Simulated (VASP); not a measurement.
VASP runs on WSi$_{2}$ (space group I4/mmm) share one base input (PBE GGA, plane waves, VASP's PBE PAW potentials (set 64)) and change the settings named in each case.

POSCAR:
```
WSi2
4.5416950
 -0.3546645030   0.3546645030   0.8651162176
  0.3546645030  -0.3546645030   0.8651162176
  0.3546645030   0.3546645030  -0.8651162176
Si W
2 1
Cart
 -0.0000000000   0.0000000000   1.1506045694
 -0.0000000000   0.0000000000   0.5796278658
  0.0000000000   0.0000000000   0.0000000000
```

File KPOINTS:
```
Regular mesh
0
gamma
 10 10 10
0 0 0
```

**INCAR**
```
! general
SYSTEM  = WSi2
PREC    = Accurate
ENCUT   = 300   ! plane-wave cut-off (eV)
LREAL   = .FALSE.   ! projection in real space or not
LASPH   = .TRUE.   ! aspherical one-centre terms

! electronic loop
EDIFF   = 1E-6   ! SCF stop (eV)
NELM    = 100   ! most electronic steps
ALGO    = Normal   ! blocked Davidson
LMAXMIX = 6   ! l cut-off of mixed one-centre charges

! smearing
ISMEAR  = -1
SIGMA   = 0.136   ! width (eV)

! functional
GGA     = PE   ! PBE

! ions
ISIF    = 2   ! forces and stress, cell fixed

! output
LWAVE   = .FALSE.
LCHARG  = .FALSE.
```

POTCAR, in this order: Si W_sv (PBE.64 set). Program: vasp_std.

| change | E(σ→0) (eV/atom) | pressure (GPa) | largest force (eV/Å) | −TS (eV) |
|---|---|---|---|---|
| base run | -8.2639 | 1.03 | 0.101 | -0.0254 |
| GGA removed, POTCAR Si W_sv (LDA.64 set) | -9.1027 | -7.21 | 0.016 | -0.0258 |
| GGA_COMPAT = .FALSE., LNONCOLLINEAR = .TRUE., LSORBIT = .TRUE., MAGMOM = 0.0 0.0 0.0 0.0 0.0 0.0 0.0 0.0 0.0, program vasp_ncl | -8.5236 | (withheld) | (withheld) | (withheld) |
| KPOINTS 4×4×4 Γ-centred mesh | -8.2507 | 1.47 | 0.278 | -0.0219 |

Task: Complete the blanks.

Result: 
- GGA_COMPAT = .FALSE., LNONCOLLINEAR = .TRUE., LSORBIT = .TRUE., MAGMOM = 0.0 0.0 0.0 0.0 0.0 0.0 0.0 0.0 0.0, program vasp_ncl, pressure (GPa): 1.33
- GGA_COMPAT = .FALSE., LNONCOLLINEAR = .TRUE., LSORBIT = .TRUE., MAGMOM = 0.0 0.0 0.0 0.0 0.0 0.0 0.0 0.0 0.0, program vasp_ncl, largest force (eV/Å): 0.109
- GGA_COMPAT = .FALSE., LNONCOLLINEAR = .TRUE., LSORBIT = .TRUE., MAGMOM = 0.0 0.0 0.0 0.0 0.0 0.0 0.0 0.0 0.0, program vasp_ncl, −TS (eV): -0.0256

Energies of different potentials or functionals have different zeros.  Unless said otherwise, spin-orbit coupling is left out, though it shifts the bands of the heavy elements here. At 300 eV the pressure can carry a Pulay error.

Left out are runs that ran out of time, are held back, or changed the cell or the kind of run, fixed moments of cells without a moment, rows past the twelfth, gaps on odd meshes, pressures of charged cells and columns that move by less than the noise.

The structure is a typed WSi2 crystal. The cell was not relaxed at this level, forces remain on its atoms, its lattice was scaled by up to 2.5 %.
